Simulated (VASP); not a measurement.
# Al2InN3 (Cmc2_1) in VASP: further runs

Runs on Al2InN3. Level: PBE. Tasks: relaxation of cell and atoms.

Program: VASP 6.6.1. These are calculated values, not measurements. Logs are shortened: lines on timing, memory, paths and dates and some standing lists are left out, and cuts for length are marked.

## 1. Starting point

Symmetry: Cmc2_1, No. 36, orthorhombic system. The conventional cell has a = 10.140 Å, b = 5.850 Å, c = 5.420 Å, α = 90.00°, β = 90.00°, γ = 90.00°. Around Al (site symmetry 1) lie 4 N at 2.06 Å. Around In (site symmetry m) lie 4 N at 2.06 Å. N (site symmetry 1) has 3 Al at 2.06 Å and 1 In at 2.06 Å as nearest neighbours. Around N (site symmetry m) lie 2 In at 2.06 Å and 2 Al at 2.06 Å.

The cell was built by a generator and needn't be a form met in nature.

## 2. Relaxation of cell and atoms, PBE

INCAR

```
SYSTEM = Al2InN3
  PREC = Normal
  ENCUT = 520
  EDIFF = 1E-4
  ISMEAR = 0
  SIGMA = 0.15
  LREAL = Auto
  LASPH = .TRUE.
  NELM = 60
  ALGO = Fast
  ISIF = 3
  LWAVE = .FALSE.
  LCHARG = .FALSE.
  GGA = PE
  IBRION = 2
  NSW = 24
  EDIFFG = -0.08
```

KPOINTS

```
regular mesh
0
G
  3 3 3
  0 0 0
```

POSCAR

```
Al2InN3
1.0
    5.0700000000     -2.9250000000      0.0000000000
    5.0700000000      2.9250000000      0.0000000000
    0.0000000000      0.0000000000      5.4200000000
Al In N
4 2 6
Direct
    0.1666000000      0.5000000000      0.5000000000
    0.5000000000      0.8334000000      0.5000000000
    0.8334000000      0.5000000000      0.0000000000
    0.5000000000      0.1666000000      0.0000000000
    0.8333000000      0.1667000000      0.5000000000
    0.1667000000      0.8333000000      0.0000000000
    0.8334000000      0.5000000000      0.3800000000
    0.5000000000      0.1666000000      0.3800000000
    0.1667000000      0.8333000000      0.3800000000
    0.8333000000      0.1667000000      0.8800000000
    0.1666000000      0.5000000000      0.8800000000
    0.5000000000      0.8334000000      0.8800000000
```

Potentials or basis: VASP PAW PBE potentials, release 64 (Al, In_d, N).

On the command line:

```sh
cat potpaw_PBE.64/Al/POTCAR potpaw_PBE.64/In_d/POTCAR potpaw_PBE.64/N/POTCAR > POTCAR
mpirun -np 1 vasp_std > vasp.out
```

OUTCAR:

```text
SYSTEM = Al2InN3
   PREC = Normal
   ENCUT = 520
   EDIFF = 1E-4
   ISMEAR = 0
   LREAL = Auto
   LASPH = .TRUE.
   NELM = 60
   ISIF = 3
   GGA = PE
   IBRION = 2
   NSW = 24
   EDIFFG = -0.08

 ion  position               nearest neighbor table
   1  0.167  0.500  0.500-   7 2.06   8 2.06   9 2.06  11 2.06   3 3.34   3 3.34   4 3.34   4 3.34
                             6 3.34   6 3.34   5 3.38   5 3.38   5 3.38
   2  0.500  0.833  0.500-   8 2.06   7 2.06   9 2.06  12 2.06   4 3.34   4 3.34   3 3.34   3 3.34
                             6 3.34   6 3.34   5 3.38   5 3.38   5 3.38
   3  0.833  0.500  0.000-  11 2.06  12 2.06  10 2.06   7 2.06   1 3.34   1 3.34   2 3.34   2 3.34
                             5 3.34   5 3.34   6 3.38   6 3.38   6 3.38
   4  0.500  0.167  0.000-  12 2.06  11 2.06  10 2.06   8 2.06   2 3.34   2 3.34   1 3.34   1 3.34
                             5 3.34   5 3.34   6 3.38   6 3.38   6 3.38
   5  0.833  0.167  0.500-   9 2.06   8 2.06   7 2.06  10 2.06   6 3.34   6 3.34   3 3.34   3 3.34
                             4 3.34   4 3.34   2 3.38   2 3.38   1 3.38   1 3.38   1 3.38   2 3.38
   6  0.167  0.833  0.000-  10 2.06  11 2.06  12 2.06   9 2.06   5 3.34   5 3.34   1 3.34   1 3.34
                             2 3.34   2 3.34   3 3.38   3 3.38   4 3.38   4 3.38   3 3.38   4 3.38
   7  0.833  0.500  0.380-   1 2.06   2 2.06   5 2.06   3 2.06
   8  0.500  0.167  0.380-   2 2.06   1 2.06   5 2.06   4 2.06
   9  0.167  0.833  0.380-   5 2.06   2 2.06   1 2.06   6 2.06
  10  0.833  0.167  0.880-   6 2.06   4 2.06   3 2.06   5 2.06
  11  0.167  0.500  0.880-   3 2.06   4 2.06   6 2.06   1 2.06
  12  0.500  0.833  0.880-   4 2.06   3 2.06   6 2.06   2 2.06

  LATTYP: Found a base centered orthorhombic cell.
 ALAT       =     5.8500000000
 B/A-ratio  =     1.7333333333
 C/A-ratio  =     0.9264957265

  Lattice vectors:

 A1 = (  -5.0700000000,  -2.9250000000,   0.0000000000)
 A2 = (   5.0700000000,  -2.9250000000,   0.0000000000)
 A3 = (   0.0000000000,   0.0000000000,   5.4200000000)

Analysis of symmetry for initial positions (statically):
=====================================================================
 Subroutine PRICEL returns:
 Original cell was already a primitive cell.

 Routine SETGRP: Setting up the symmetry group for a
 base centered orthorhombic supercell.

 Subroutine GETGRP returns: Found  4 space group operations
 (whereof  2 operations were pure point group operations)
 out of a pool of  8 trial point group operations.

The static configuration has the point symmetry C_1h.
 The point group associated with its full space group is C_2v.

Analysis of symmetry for dynamics (positions and initial velocities):
=====================================================================
 Subroutine PRICEL returns:
 Original cell was already a primitive cell.

 Routine SETGRP: Setting up the symmetry group for a
 base centered orthorhombic supercell.

 Subroutine GETGRP returns: Found  4 space group operations
 (whereof  2 operations were pure point group operations)
 out of a pool of  8 trial point group operations.

The dynamic configuration has the point symmetry C_1h.
 The point group associated with its full space group is C_2v.

 Subroutine INISYM returns: Found  4 space group operations
 (whereof  2 operations are pure point group operations),
 and found     1 'primitive' translations

----------------------------------------------------------------------------------------

                                     Primitive cell

  volume of cell :     160.7545

  direct lattice vectors                    reciprocal lattice vectors
     5.070000000 -2.925000000  0.000000000     0.098619329 -0.170940171  0.000000000
     5.070000000  2.925000000  0.000000000     0.098619329  0.170940171  0.000000000
     0.000000000  0.000000000  5.420000000     0.000000000  0.000000000  0.184501845

  length of vectors
     5.853249098  5.853249098  5.420000000     0.197348205  0.197348205  0.184501845

  position of ions in fractional coordinates (direct lattice)
     0.166600000  0.500000000  0.500000000
     0.500000000  0.833400000  0.500000000
     0.833400000  0.500000000  0.000000000
     0.500000000  0.166600000  0.000000000
     0.833300000  0.166700000  0.500000000
     0.166700000  0.833300000  0.000000000
     0.833400000  0.500000000  0.380000000
     0.500000000  0.166600000  0.380000000
     0.166700000  0.833300000  0.380000000
     0.833300000  0.166700000  0.880000000
     0.166600000  0.500000000  0.880000000
     0.500000000  0.833400000  0.880000000

  ion indices of the primitive-cell ions
   primitive index   ion index
                 1           1
                 2           2
                 3           3
                 4           4
                 5           5
                 6           6
                 7           7
                 8           8
                 9           9
                10          10
                11          11
                12          12

----------------------------------------------------------------------------------------

 KPOINTS: regular mesh

Automatic generation of k-mesh.
 Grid dimensions read from file:
 generate k-points for:    3    3    3

 Generating k-lattice:

  Cartesian coordinates                     Fractional coordinates (reciprocal lattice)
     0.032873110 -0.056980057  0.000000000     0.333333333 -0.000000000  0.000000000
     0.032873110  0.056980057  0.000000000    -0.000000000  0.333333333  0.000000000
     0.000000000  0.000000000  0.061500615     0.000000000  0.000000000  0.333333333

  Length of vectors
     0.065782735  0.065782735  0.061500615

  Shift w.r.t. Gamma in fractional coordinates (k-lattice)
     0.000000000  0.000000000  0.000000000

 Subroutine IBZKPT returns following result:
 ===========================================

 Found      8 irreducible k-points:

 Following reciprocal coordinates:
            Coordinates               Weight
  0.000000  0.000000  0.000000      1.000000
  0.333333 -0.000000  0.000000      4.000000
  0.333333  0.333333  0.000000      2.000000
 -0.333333  0.333333  0.000000      2.000000
  0.000000  0.000000  0.333333      2.000000
  0.333333 -0.000000  0.333333      8.000000
  0.333333  0.333333  0.333333      4.000000
 -0.333333  0.333333  0.333333      4.000000
   k-points           NKPTS =      8   k-points in BZ     NKDIM =      8   number of bands    NBANDS=     41
   number of dos      NEDOS =    301   number of ions     NIONS =     12
   total plane-waves  NPLWV =  38880
   dimension x,y,z NGX =    36 NGY =   36 NGZ =   30
   dimension x,y,z NGXF=    72 NGYF=   72 NGZF=   60
   ions per type =               4   2   6
   NGX,Y,Z   is equivalent  to a cutoff of  10.22, 10.22,  9.20 a.u.
   NGXF,Y,Z  is equivalent  to a cutoff of  20.45, 20.45, 18.40 a.u.
 SYSTEM =  Al2InN3
   PREC   = normal    normal or accurate (medium, high low for compatibility)
   ISTART =      0    job   : 0-new  1-cont  2-samecut
   ICHARG =      2    charge: 1-file 2-atom 10-const
   ISPIN  =      1    spin polarized calculation?
   LNONCOLLINEAR =      F non collinear calculations
   LSORBIT =      F    spin-orbit coupling
   LASPH  =      T    aspherical Exc in radial PAW
   ENCUT  =  520.0 eV  38.22 Ry    6.18 a.u.  10.88 10.88 10.08*2*pi/ulx,y,z
   NELM   =     60;   NELMIN=  2; NELMDL= -5     # of ELM steps
   EDIFF  = 0.1E-03   stopping-criterion for ELM
   LREAL  =      T    real-space projection
   EDIFFG = -.8E-01   stopping-criterion for IOM
   NSW    =     24    number of steps for IOM
   IBRION =      2    ionic relax: 0-MD 1-quasi-New 2-CG
   NFREE  =      1    steps in history (QN), initial steepest desc. (CG)
   ISIF   =      3    stress and relaxation
   ISYM   =      2    0-nonsym 1-usesym 2-fastsym
   POTIM  = 0.5000    time-step for ionic-motion
   TEBEG  =    0.0;   TEEND  =   0.0 temperature during run
   PSTRESS=    0.0 pullay stress
   NELECT =      68.0000    total number of electrons
   NUPDOWN=      -1.0000    fix difference up-down
   EMIN   =  10.00;   EMAX   =-10.00  energy-range for DOS
   EFERMI =   0.00;   METHOD = LEGACY
   ISMEAR =     0;   SIGMA  =   0.15  broadening in eV -4-tet -1-fermi 0-gaus
   EFERMI_NEDOS =   21; number of points for ismear=-14 and -15
   IALGO  =     68    algorithm
   IMIX   =      4    mixing-type and parameters
     AMIX     =   0.40;   BMIX     =  1.00
     AMIX_MAG =   1.60;   BMIX_MAG =  1.00
  volume/ion in A,a.u.               =      13.40        90.40
  Fermi-wavevector in a.u.,A,eV,Ry     =   1.228919  2.322321 20.548105  1.510243
  Thomas-Fermi vector in A             =   2.363827
   LORBIT       =      0    0 simple, 1 ext, 2 COOP (PROOUT), +10 PAW based schemes
   GGA     = PE    functional components
   LHFCALC =     F    Hartree Fock is set to
   AEXX    =    0.0000 exact exchange contribution
   IVDW    =     0    specifies the selected vdW correction
   LEPSILON=     F    determine dielectric tensor
   LRPA    =     F    only Hartree local field effects (RPA)
 conjugate gradient relaxation of ions
 non-spin polarized calculation
 RMM-DIIS sequential band-by-band and
 Gauss-broadening in eV      SIGMA  =   0.15
  energy-cutoff  :      520.00
  volume of cell :      160.75
 maximum number of plane-waves:      4350
   NGX = 21   NGY = 21   NGZ = 21

--------------------------------------- Ionic step        1  -------------------------------------------

 number of electron      68.0000035 magnetization

 Free energy of the ion-electron system (eV)
  ---------------------------------------------------
  ext. energy  EPLUGINS =         0.00000000
  ---------------------------------------------------
  free energy    TOTEN  =       -77.80043076 eV

  energy without entropy =      -77.80043076  energy(sigma->0) =      -77.80043076

------------------------ aborting loop because EDIFF is reached ----------------------------------------

  FORCE on cell =-STRESS in cart. coord.  units (eV):
  Direction    XX          YY          ZZ          XY          YZ          ZX
  --------------------------------------------------------------------------------------
  -------------------------------------------------------------------------------------
  Total       -9.0091462     -8.7071859     -6.8196540      0.0000000      0.0000000      0.0000000
  in kB      -89.7906477    -86.7811274    -67.9688324      0.0000000      0.0000000      0.0000000
  external PRESSURE =     -81.5135358 kB  Pullay stress =       0.0000000 kB
[... 119 lines left out ...]
  FREE ENERGIE OF THE ION-ELECTRON SYSTEM (eV)
  ---------------------------------------------------
  free  energy   TOTEN  =       -80.5797364216 eV

  energy  without entropy=      -80.5797364216  energy(sigma->0) =      -80.57973642

[... ionic steps 4 to 7 ...]

--------------------------------------- Ionic step        8  -------------------------------------------

 number of electron      68.0000008 magnetization

------------------------ aborting loop because EDIFF is reached ----------------------------------------
[... 87 lines left out ...]
--------------------------------------- Ionic step       10  -------------------------------------------

 number of electron      68.0000003 magnetization

 Free energy of the ion-electron system (eV)
  ---------------------------------------------------
  ext. energy  EPLUGINS =         0.00000000
  ---------------------------------------------------
  free energy    TOTEN  =       -80.83351322 eV

  energy without entropy =      -80.83351322  energy(sigma->0) =      -80.83351322

 E-fermi :   6.7212     XC(G=0): -10.8626

 val. band max:        6.0741666127   @ k =   0.0000   0.0000   0.0000
 cond. band min:       8.2453798823   @ k =   0.0000   0.0000   0.0000
 fundamental gap:      2.1712132696
 Fermi energy:         6.7212203913

 k-point     1 :       0.0000    0.0000    0.0000
  band No.  band energies     occupation
      1      -8.5962      2.00000
      2      -8.0553      2.00000
      3      -7.7293      2.00000
      4      -7.5327      2.00000
      5      -7.4915      2.00000
      6      -7.3572      2.00000
[... 380 lines left out ...]
  FREE ENERGIE OF THE ION-ELECTRON SYSTEM (eV)
  ---------------------------------------------------
  free  energy   TOTEN  =       -80.8335132204 eV

  energy  without entropy=      -80.8335132203  energy(sigma->0) =      -80.83351322

 reached required accuracy - stopping structural energy minimisation
```

It took 5 min on 1 thread of Intel Xeon Platinum 8488C (Sapphire Rapids), shared host; peak memory 0.22 GiB.

Results:

| Quantity | Value |
| --- | --- |
| Free energy | -80.8335 eV |
| Relaxed volume | 12.15 Å³/atom |
| Relaxed cell | a = 5.665 Å, b = 5.665 Å, c = 5.251 Å, α = 90.00°, β = 90.00°, γ = 59.87° |
| Space group after relaxing (to 0.05 Å) | Cmc2_1 (No. 36) |
| Energy gained by relaxing | 252.8 meV/atom |
| Ionic steps | 10 |
| Pressure after relaxing | 0.1 GPa |
| Largest force after relaxing | 0.040 eV/Å |
| Band gap on the k mesh | 2.17 eV, direct |

Forces on the atoms (eV/Å):
```
Al   0.028  0.014 -0.020
Al  -0.028  0.014 -0.020
Al  -0.028 -0.014 -0.020
Al   0.028 -0.014 -0.020
In   0.000  0.022 -0.003
In   0.000 -0.022 -0.003
N   -0.011  0.000  0.005
N    0.011  0.000  0.005
N    0.000  0.022  0.034
N    0.000 -0.022  0.034
N    0.011  0.000  0.005
N   -0.011  0.000  0.005
```

Step by step:
```
step  energy change (eV)  largest force (eV/Å)  pressure (GPa)  volume (Å³)
   1              0.0000                3.8914           -8.15       160.75
   2             -2.6935                1.2006            1.75       145.41
   3             -2.7793                1.0093            4.83       142.34
   4             -3.0046                0.1712           -1.97       148.29
   5             -3.0130                0.2505           -1.59       147.39
   6             -3.0132                0.2564           -1.47       147.28
   7             -3.0304                0.0999            0.56       145.51
   8             -3.0306                0.0982            0.14       145.76
   9             -3.0306                0.0890            0.14       145.71
  10             -3.0331                0.0399            0.12       145.75
```

Final structure:
```
Al In N
1.0
     4.90948   -2.82701    0.00000
     4.90948    2.82701    0.00000
     0.00000    0.00000    5.25056
Al In N
4 2 6
Cartesian
  3.2223 0.9180 2.6295
  6.5967 0.9180 2.6295
  6.5967 -0.9180 0.0042
  3.2223 -0.9180 0.0042
  4.9095 -1.8297 2.6021
  4.9095 1.8297 5.2273
  6.7300 -0.8416 1.9127
  3.0890 -0.8416 1.9127
  4.9095 1.6778 2.1750
  4.9095 -1.6778 4.8003
  3.0890 0.8416 4.5380
  6.7300 0.8416 4.5380
```

Levels at points of the mesh, in eV from the valence-band top:
| k point | band 32 | band 33 | band 34 | band 35 | band 36 | band 37 |
| --- | --- | --- | --- | --- | --- | --- |
| (0.00, 0.00, 0.00) | -0.04 | -0.04 | 0.00 | 2.17 | 4.40 | 5.22 |

Caveat: spin-orbit coupling is left out, which moves the levels of the heavy elements; the relaxation stopped at a loose force limit of 0.08 eV/Å, so its end isn't a converged minimum.

## 3. Relaxation of cell and atoms, PBE

This run uses another cell than the first one: it holds 6 atoms, not 12.

Changes to INCAR since step 2:

```diff
@@ -6,3 +6,3 @@
   SIGMA = 0.15
-  LREAL = Auto
+  LREAL = .FALSE.
   LASPH = .TRUE.
```

KPOINTS

```
regular mesh
0
G
  6 6 6
  0 0 0
```

POSCAR

```
Al2InN3
1.0
   -1.6750000000      1.6750000000      7.1000000000
    1.6750000000     -1.6750000000      7.1000000000
    1.6750000000      1.6750000000     -7.1000000000
Al In N
2 1 3
Direct
    0.6667000000      0.6667000000      0.0000000000
    0.3333000000      0.3333000000      0.0000000000
    0.0000000000      0.0000000000      0.0000000000
    0.4167000000      0.9167000000      0.5000000000
    0.0833000000      0.5833000000      0.5000000000
    0.7500000000      0.2500000000      0.5000000000
```

Potentials or basis: VASP PAW PBE potentials, release 64 (Al, In_d, N).

On the command line:

```sh
cat potpaw_PBE.64/Al/POTCAR potpaw_PBE.64/In_d/POTCAR potpaw_PBE.64/N/POTCAR > POTCAR
mpirun -np 1 vasp_std > vasp.out
```

Wall time 4.7 min (1 thread of Intel Xeon Platinum 8488C (Sapphire Rapids), shared host); peak memory 0.29 GiB.

It converged, with:

| Property | Result |
| --- | --- |
| Free energy | -40.0311 eV |
| Relaxed volume | 12.22 Å³/atom |
| Relaxed cell | a = 7.290 Å, b = 7.290 Å, c = 7.290 Å, α = 154.20°, β = 154.20°, γ = 36.82° |
| Space group after relaxing (to 0.05 Å) | I-4m2 (No. 119) |
| Energy gained by relaxing | 200.9 meV/atom |
| Ionic steps | 5 |
| Pressure after relaxing | 0.4 GPa |
| Largest force after relaxing | 0.048 eV/Å |
| Band gap on the k mesh | 1.65 eV, direct |

Forces on the atoms (eV/Å):
```
Al   0.000  0.000  0.021
Al   0.000  0.000 -0.021
In   0.000  0.000  0.000
N    0.000  0.000  0.048
N    0.000  0.000 -0.048
N    0.000  0.000  0.000
```

Stress tensor (GPa, compression positive):
```
0.31 0.00 0.00
0.00 0.31 0.00
0.00 0.00 0.50
```

The path:
```csv
step,energy change (eV),largest force (eV/Å),pressure (GPa),volume (Å³)
1,0.0000,3.8421,-6.54,79.68
2,-0.9833,1.8056,0.69,73.59
3,-0.9943,2.0446,2.60,72.83
4,-1.2046,0.0822,0.32,73.35
5,-1.2052,0.0479,0.38,73.32
```

Final structure:
```
Al In N
1.0
    -1.62785    1.62785    6.91743
     1.62785   -1.62785    6.91743
     1.62785    1.62785   -6.91743
Al In N
2 1 3
Direct
  0.67495 0.67495 0.00000
  0.32505 0.32505 0.00000
  0.00000 0.00000 0.00000
  0.39817 0.89817 0.50000
  0.10183 0.60183 0.50000
  0.75000 0.25000 0.50000
```

Levels at points of the mesh, in eV from the valence-band top:
```
           k point  band 15  band 16  band 17  band 18  band 19  band 20
(0.00, 0.00, 0.00)    -0.62     0.00     0.00     1.65     4.27     4.66
(0.50, 0.00, 0.00)    -1.28    -0.74    -0.18     4.42     4.97     6.88
(0.50, 0.50, 0.00)    -2.66    -2.02    -1.99     2.97     4.65     5.14
(0.50, 0.50, 0.50)    -1.14    -0.28    -0.28     3.17     3.38     4.70
```

Caveat: the k mesh is coarse (spacing up to 0.44 Å⁻¹), so the values aren't converged; spin-orbit coupling is left out, which moves the levels of the heavy elements; the relaxation stopped at a loose force limit of 0.08 eV/Å, so its end isn't a converged minimum. A k mesh can miss the band edges.
